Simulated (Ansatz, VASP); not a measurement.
# MgO (Periclase) in two plane-wave programs, part 2 of 2

Wanted: the spread between two codes on one cell, functional and k mesh. The cell is taken from a series of runs on this material, whose earlier steps may have relaxed, scaled, displaced or heated it; both programs get it as it stands.

VASP 6.6.1 and Ansatz 0.2.0.

So far: Starting point; Ansatz: zone-centre phonons, LDA; VASP: zone-centre phonons, LDA.

## Step 3: VASP: zone-centre phonons, LDA (continued)

Level of this step: LDA; plane waves and PAW (Mg, O) (VASP).

Numbers of over 12 decimals in the logs are rounded to 6 here.

Parts of OUTCAR (step 3):

```text
ion  position               nearest neighbor table
   1  0.000  0.000  0.000-   2 2.08   2 2.08   2 2.08   2 2.08   2 2.08   2 2.08
   2  0.500  0.500  0.500-   1 2.08   1 2.08   1 2.08   1 2.08   1 2.08   1 2.08

  LATTYP: Found a face centered cubic cell.
 ALAT       =     4.1591798020

 Subroutine GETGRP returns: Found 48 space group operations
 (whereof 48 operations were pure point group operations)

The static configuration has the point symmetry O_h .

 Found     29 irreducible k-points:

   k-points           NKPTS =     29   k-points in BZ     NKDIM =     29   number of bands    NBANDS=     10

   dimension x,y,z NGX =    24 NGY =   24 NGZ =   24
   dimension x,y,z NGXF=    48 NGYF=   48 NGZF=   48

   ENCUT  =  600.0 eV  44.10 Ry    6.64 a.u.   5.87  5.87  5.87*2*pi/ulx,y,z

   NELECT =       8.0000    total number of electrons

 k-points in reciprocal lattice and weights: Automatic mesh
   0.00000000  0.00000000  0.00000000       0.002
   0.12500000  0.00000000  0.00000000       0.016
   0.25000000  0.00000000  0.00000000       0.016
   0.37500000  0.00000000  0.00000000       0.016
   0.50000000  0.00000000  0.00000000       0.008
   0.12500000  0.12500000  0.00000000       0.012
   0.25000000  0.12500000  0.00000000       0.047
   0.37500000  0.12500000  0.00000000       0.047
   0.50000000  0.12500000  0.00000000       0.047
[...]
-0.37500000  0.50000000  0.12500000       0.023
  -0.25000000  0.50000000  0.25000000       0.012

 average (electrostatic) potential at core
       1 -34.7095       2 -70.4741

  Total       -0.2190200     -0.2190200     -0.2190200      0.0000000     -0.0000000     -0.0000000
  in kB      -19.5088331    -19.5088331    -19.5088331      0.0000000     -0.0000000     -0.0000000
  external PRESSURE =     -19.5088331 kB  Pullay stress =       0.0000000 kB

  energy-cutoff  :      600.00
  volume of cell :       17.99
      direct lattice vectors                 reciprocal lattice vectors
     0.000000000  2.079589901  2.079589901    -0.240432020  0.240432020  0.240432020
     2.079589901  0.000000000  2.079589901     0.240432020 -0.240432020  0.240432020
     2.079589901  2.079589901  0.000000000     0.240432020  0.240432020 -0.240432020

 POSITION                                       TOTAL-FORCE (eV/Angst)
 -----------------------------------------------------------------------------------
      0.00000      0.00000      0.00000        -0.000000      0.000000     -0.000000
      2.07959      2.07959      2.07959         0.000000     -0.000000      0.000000
 -----------------------------------------------------------------------------------
    total drift:                               -0.000000     -0.000000      0.000000

 Eigenvectors and eigenvalues of the dynamical matrix
 ----------------------------------------------------

   1 f  =   12.430001 THz    78.099998 2PiTHz  414.620196 cm-1    51.406329 meV
             X         Y         Z           dx          dy          dz
      0.000000  0.000000  0.000000    -0.629875    0.000000   -0.000000
      2.079590  2.079590  2.079590     0.776696    0.000000   -0.000000

   2 f  =   12.430001 THz    78.099998 2PiTHz  414.620196 cm-1    51.406329 meV
             X         Y         Z           dx          dy          dz
      0.000000  0.000000  0.000000    -0.000000    0.629875   -0.000000
      2.079590  2.079590  2.079590     0.000000   -0.776696   -0.000000

   3 f  =   12.430001 THz    78.099998 2PiTHz  414.620196 cm-1    51.406329 meV
             X         Y         Z           dx          dy          dz
      0.000000  0.000000  0.000000     0.000000    0.000000   -0.629875
      2.079590  2.079590  2.079590     0.000000    0.000000    0.776696

   4 f/i=    0.002926 THz     0.018387 2PiTHz    0.097616 cm-1     0.012103 meV
             X         Y         Z           dx          dy          dz
      0.000000  0.000000  0.000000    -0.721925   -0.147466   -0.245633
      2.079590  2.079590  2.079590    -0.585457   -0.119590   -0.199200

   5 f/i=    0.002926 THz     0.018387 2PiTHz    0.097616 cm-1     0.012103 meV
             X         Y         Z           dx          dy          dz
      0.000000  0.000000  0.000000    -0.286295    0.346156    0.633616
      2.079590  2.079590  2.079590    -0.232176    0.280721    0.513841

   6 f/i=    0.002926 THz     0.018387 2PiTHz    0.097616 cm-1     0.012103 meV
             X         Y         Z           dx          dy          dz
      0.000000  0.000000  0.000000     0.010827   -0.679476    0.376102
      2.079590  2.079590  2.079590     0.008781   -0.551032    0.305006

 ELASTIC MODULI CONTR FROM IONIC RELAXATION (kBar)
 Direction    XX          YY          ZZ          XY          YZ          ZX
 --------------------------------------------------------------------------------
 XX           0.0000      0.0000      0.0000      0.0000      0.0000      0.0000
 YY           0.0000      0.0000      0.0000      0.0000      0.0000      0.0000
 ZZ           0.0000      0.0000      0.0000      0.0000      0.0000      0.0000
 XY           0.0000      0.0000      0.0000      0.0000      0.0000      0.0000
 YZ           0.0000      0.0000      0.0000      0.0000      0.0000      0.0000
 ZX           0.0000      0.0000      0.0000      0.0000      0.0000      0.0000
 --------------------------------------------------------------------------------
```

## Step 4: Differences

Known differences besides the potentials themselves: the two LDA forms differ slightly; fixed occupations in Ansatz, narrow Gaussian smearing in VASP; VASP's run holds the zone centre alone; the data sets hold 16 valence electrons in Ansatz (on its default PAW (the set named soft_2) files) and 8 in VASP; the cutoff is 420 eV in Ansatz and 600 eV in VASP; VASP's log shows a relativistic correction to its local exchange, Ansatz's none. Total energies have different zeros and are not compared.

Both answers:

```
                  quantity  Ansatz   VASP  difference
optical mode 1 to 3 (cm⁻¹)   408.4  414.6     -1.49 %
```

Modes are paired by rising frequency, not by their patterns, so a pair may set unlike modes beside each other; they are those without the splitting of longitudinal modes.

## Step 5: Outcome

```json
{"r.m.s. difference of the optical zone-centre modes, each program's sorted by frequency (zone-centre phonons, LDA)": "6.2 cm⁻¹", "difference in optical mode 1 to 3 (zone-centre phonons, LDA)": "-1.5 %"}
```

In words: The r.m.s. difference of the optical zone-centre modes, each program's sorted by frequency is 6.2 cm⁻¹ (zone-centre phonons, LDA). The data sets hold unlike numbers of valence electrons (16 in Ansatz and 8 in VASP), so part of the differences comes from the potentials. Among the rows given in per cent, the largest difference of the zone-centre phonons, LDA pair is in optical mode 1 to 3, -1.5 %. Such differences can come from data sets, numerical settings and the points named under the comparisons, not from the functional's error against experiment.

[Lines on the potential files, build, host, timing and source positions are cut from VASP's logs without a mark.]

[Logs are printed without paths, hosts, clocks, repeated set-up lines and the standing remarks that a program may print on its own settings, such as how far it seeks lower states.]

[Hosts, paths, dates, database ids (printed as entryN), source tags and the programs' standing remarks are cut or masked in the printed files.]
